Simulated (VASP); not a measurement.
Data:

```yaml
crystal:
  lattice:
    - [0.00000, 3.97247, 3.97247]
    - [3.97247, 0.00000, 3.97247]
    - [3.97247, 3.97247, 0.00000]
  atoms:
    - { symbol: Ca, position: [0.50000, 0.50000, 0.50000] }
    - { symbol: Ca, position: [0.25000, 0.25000, 0.25000] }
    - { symbol: Ca, position: [0.75000, 0.75000, 0.75000] }
    - { symbol: Tl, position: [0.00000, 0.00000, 0.00000] }
```

These are PBEsol GGA, VASP's PBE PAW potentials (set 64) (plane waves; VASP 6.6.1) values and carry that method's errors. Run with 400 eV cut-off, Gaussian smearing of 0.050 eV, potentials Ca_sv Tl_d.

Q: Give the energies of bands 18 to 24 at the high-symmetry points, in eV from the Fermi level.

A: 
```tsv
band	Γ	X	U	L	W
18	-7.08	-6.21	-6.20	-6.35	-6.18
19	-0.62	-2.74	-2.43	-3.17	-2.13
20	-0.62	-1.10	-2.15	-0.84	-2.13
21	-0.62	-0.68	-0.74	-0.84	-1.71
22	-0.31	-0.68	-0.58	0.67	0.13
23	0.26	-0.50	0.74	0.71	0.82
24	0.26	1.38	1.01	0.95	0.82
```

It has no gap at this level: it comes out as a metal or semimetal.

The structure comes from a computed database's Ca3Tl entry (Fm-3m); how it stands against other phases isn't given here. It was relaxed first. The electron count is odd and the run is not spin-polarised, which forces a metal.
